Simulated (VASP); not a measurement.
Here is the system:

```
NiSi2
1.0
    0.00000     2.69228     2.69228
    2.69228     0.00000     2.69228
    2.69228     2.69228     0.00000
Si Ni
2 1
Direct
  0.25000   0.25000   0.25000
  0.75000   0.75000   0.75000
  0.00000   0.00000   0.00000
```

Computed with r2SCAN meta-GGA, VASP's PBE PAW potentials (set 64) (plane waves; VASP 6.6.1). Settings: 480 eV cut-off, 10×10×10 Γ-centred mesh, first-order Methfessel-Paxton smearing of 0.10 eV, potentials Si Ni.

Each row applies one change to this cell, which was relaxed at other settings and keeps the small stress of the first row; at a fixed cut-off the stress holds a Pulay part, so it need not integrate to ΔE exactly. Stress is in GPa, positive when the cell is compressed.

```json
[
 {"change": "none", "ΔE (meV/atom)": "0.0", "σxx": "0.34", "σyy": "0.34", "σzz": "0.34", "largest shear component, with its sign (GPa)": "0.00", "largest force (eV/Å)": "0.000"},
 {"change": "atom 2 (Si) moved by 0.150 Å along x", "ΔE (meV/atom)": "31.7", "σxx": "1.71", "σyy": "1.01", "σzz": "1.01", "largest shear component, with its sign (GPa)": "4.77", "largest force (eV/Å)": "1.277"},
 {"change": "atom 3 (Ni) moved by -0.100 Å along z", "ΔE (meV/atom)": "17.9", "σxx": "1.25", "σyy": "1.25", "σzz": "0.60", "largest shear component, with its sign (GPa)": "0.00", "largest force (eV/Å)": "1.072"},
 {"change": "atom 1 (Si) moved by 0.025 Å along x", "ΔE (meV/atom)": "0.9", "σxx": "0.34", "σyy": "0.32", "σzz": "0.32", "largest shear component, with its sign (GPa)": "-0.74", "largest force (eV/Å)": "0.213"},
 {"change": "atom 2 (Si) moved by 0.075 Å along z", "ΔE (meV/atom)": "7.9", "σxx": "0.42", "σyy": "0.42", "σzz": "0.59", "largest shear component, with its sign (GPa)": "2.29", "largest force (eV/Å)": "0.633"},
 {"change": "isotropic strain of +1.5 %", "ΔE (meV/atom)": "11.7", "σxx": "-6.46", "σyy": "-6.46", "σzz": "-6.46", "largest shear component, with its sign (GPa)": "0.00", "largest force (eV/Å)": "0.000"},
 {"change": "atom 3 (Ni) moved by -0.150 Å along y", "ΔE (meV/atom)": "40.2", "σxx": "2.39", "σyy": "0.94", "σzz": "2.39", "largest shear component, with its sign (GPa)": "0.00", "largest force (eV/Å)": "1.609"},
 {"change": "atom 2 (Si) moved by 0.100 Å along x", "ΔE (meV/atom)": "14.1", "σxx": "0.83", "σyy": "0.55", "σzz": "0.55", "largest shear component, with its sign (GPa)": "3.10", "largest force (eV/Å)": "0.846"}
]
```

Failed runs are left out, and for metals the shear rows, which the mesh's noise covers.

The compound is NiSi2 in the fluorite structure. The run is not spin-polarised, so no magnetic state was tried.
